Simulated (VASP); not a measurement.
InSb:

```
CELL_PARAMETERS angstrom
0.00000 3.26041 3.26041
3.26041 0.00000 3.26041
3.26041 3.26041 0.00000
ATOMIC_POSITIONS crystal
In 0.00000 0.00000 0.00000
Sb 0.75000 0.75000 0.75000
```

The cell is a database's computed one.

Base run:

- Program: VASP 6.6.1
- Functional: PBEsol
- Potentials or basis: VASP PAW PBE potentials, release 64 (In_d, Sb)
- Cutoff: 900 eV
- k mesh: 12 × 12 × 12
- Occupations: gaussian, width 0.1 eV
- Spin: no spin polarisation

Its results: band gap on the k mesh none (metal or under the smearing width); pressure 0.0 GPa.

Q: The run is repeated on the same cell with these changes: functional from PBEsol to r2SCAN; cutoff from 900 eV to 520 eV. What comes out?

A: Band gap on the k mesh 0.12 eV, direct; pressure 0.7 GPa.

r2SCAN gives the wider gap, since meta-GGAs in the generalised Kohn-Sham scheme recover part of the derivative discontinuity.

Caveats: the PAW data sets were made with another functional, which shifts forces and pressure a little; this crystal is a semiconductor, whose small gap the functional closes, so the metal is an error of the method (some runs); spin-orbit coupling is left out, which moves the levels of the heavy elements (some runs).

